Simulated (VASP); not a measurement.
```
CELL_PARAMETERS angstrom
     -3.09650     3.09650     3.09650
      3.09650    -3.09650     3.09650
      3.09650     3.09650    -3.09650
ATOMIC_POSITIONS crystal
  Cs 0.00000 0.00000 0.00000
```

Calculation: PBE GGA with D4 dispersion, VASP's PBE PAW potentials (set 64) (plane waves; VASP 6.6.1). Numerical set-up: 520 eV cut-off, 9×9×9 Γ-centred mesh, first-order Methfessel-Paxton smearing of 0.10 eV, potentials Cs_sv.

Unless said otherwise, spin-orbit coupling is left out, though it shifts the bands of the heavy elements here.

### Question
Estimate the energy per atom (σ→0), band gap (on the k-mesh) with the smallest direct gap where there is one.

### Answer

```
Property                                                     Value
------------------------  ----------------------------------------
band gap (on the k-mesh)  none (metal, semimetal or under 0.01 eV)
energy per atom (σ→0)                               -0.914 eV/atom
```

Total energies compare only between runs with the same potentials, cut-off and functional.

The compound is Cs in the bcc structure. This cell is one point of a volume scan, at 1.06 of the reference volume.
